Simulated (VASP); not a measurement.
A VASP calculation is set up with these files.

POSCAR:
```
SiO2
1
    1.3396845759     0.7734673185     4.6824865281
   -1.3396845759     0.7734673185     4.6824865281
   -0.0000000000    -1.5469346370     4.6824865281
Si O
1 2
Direct
  0.0000000000   0.0000000000   0.0000000000
  0.2692747224   0.2692747224   0.2692747224
  0.7307252776   0.7307252776   0.7307252776
```

**KPOINTS**
```
Automatic mesh
0
Gamma
9 9 9
0 0 0
```

INCAR:
```
# general
SYSTEM  = SiO2
PREC    = Accurate
ENCUT   = 520   # plane-wave cut-off (eV)
LREAL   = .FALSE.   # projection in real space or not
LASPH   = .TRUE.

# electronic loop
EDIFF   = 1E-6   # SCF stop (eV)
NELM    = 100   # most electronic steps
ALGO    = Normal   # blocked Davidson
LMIXTAU = .TRUE.

# smearing
ISMEAR  = 0
SIGMA   = 0.05

# functional
METAGGA = R2SCAN

# ions
IBRION  = 2   # conjugate gradients
NSW     = 60
ISIF    = 3   # ions, shape and volume
EDIFFG  = -0.02   # ionic stop

# output
LWAVE   = .FALSE.
LCHARG  = .FALSE.
```

POTCAR, in this order: Si O (PBE.64 set). Program: vasp_std.

Q: Translate this r2SCAN calculation to Ansatz.

A: One equivalent input (not run):
Ansatz 0.2 input:
```yaml
crystal:
  lattice:
    - [1.3396846, 0.7734673, 4.6824865]
    - [-1.3396846, 0.7734673, 4.6824865]
    - [0.0000000, -1.5469346, 4.6824865]
  atoms:
    - { symbol: Si, position: [0.0000000, 0.0000000, 0.0000000] }
    - { symbol: O, position: [0.2692747, 0.2692747, 0.2692747] }
    - { symbol: O, position: [0.7307253, 0.7307253, 0.7307253] }
kpoints:
  mp_grid: { grid: [9, 9, 9] }
hamiltonian:
  xc: r2scan
  pseudopotentials: { kind: paw }
scf:
  occupations: { method: gaussian, width: 0.05 }
  max_iter: 100
relax:
  max_steps: 60
  f_tol: 0.02
  cell: {}
output: { forces: true, stress: true, eigenvalues: true }
```
The two are equivalent in intent, not identical: each code has its own PAW files, so the cut-off isn't converted (ENCUT is set for VASP's; basis.ecutwfc is left out, and Ansatz then takes the one that its files recommend); Ansatz stops its SCF on the density residual and VASP on the energy change (EDIFF).

The structure was generated: SiO2 was put into the CdCl2 type (R-3m), which need not be its known phase. It was relaxed first, which changed the volume by +9 %. The start is the result of an earlier pass.
